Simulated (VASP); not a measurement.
Input:

```xyz
1
Lattice="0.0000 2.9547 2.9547 2.9547 0.0000 2.9547 2.9547 2.9547 0.0000" Properties=species:S:1:pos:R:3 pbc="T T T"
Sr     0.0000     0.0000     0.0000
```

The numbers are results of PBEsol GGA, VASP's PBE PAW potentials (set 64) (plane waves; VASP), not measurements. Run with 400 eV cut-off, 7×7×7 Γ-centred mesh, Gaussian smearing of 0.050 eV, potentials Sr_sv.

Task: Predict the energy per atom (σ→0).

Result: 
The energy per atom (σ→0) comes out as -1.840 eV/atom.

The compound is Sr in the fcc structure. It was relaxed first, which changed the volume by -8 %. The start is the result of an earlier pass.
